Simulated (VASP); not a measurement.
InSb:

```xyz
2
Lattice="0.0000 3.2391 3.2391 3.2391 0.0000 3.2391 3.2391 3.2391 0.0000" Properties=species:S:1:pos:R:3 pbc="T T T"
In    0.0000    0.0000    0.0000
Sb    1.6196    1.6196    1.6196
```

- Program: VASP 6.6.1
- Task: relaxation of cell and atoms
- Functional: RPBE
- Potentials or basis: VASP PAW PBE potentials, release 64 (In_d, Sb)
- Cutoff: 600 eV
- k mesh: 10 × 10 × 10
- Occupations: gaussian, width 0.03 eV
- Spin: no spin polarisation

At the start: pressure 4.6 GPa; volume 33.98 Å³/atom.

Q: How do energy, volume and symmetry change on relaxing?

A: Over 3 steps the energy falls by 49.9 meV/atom and the volume is 37.83 Å³/atom (+11.3 %); space group F-43m (No. 216, to 0.05 Å).

Step by step:
```
step  energy change (eV)  largest force (eV/Å)  pressure (GPa)  volume (Å³)
   1              0.0000                0.0000            4.60        67.97
   2             -0.0931                0.0000           -0.91        78.03
   3             -0.0999                0.0000            0.03        75.66
```

Final structure:
```
CELL_PARAMETERS angstrom
0.00000 3.35697 3.35697
3.35697 0.00000 3.35697
3.35697 3.35697 0.00000
ATOMIC_POSITIONS crystal
In 0.00000 0.00000 0.00000
Sb 0.25000 0.25000 0.25000
```

Caveat: the PAW data sets were made with another functional, which shifts forces and pressure a little; the volume moved by +11 % from the deposited cell, more than functionals usually miss.
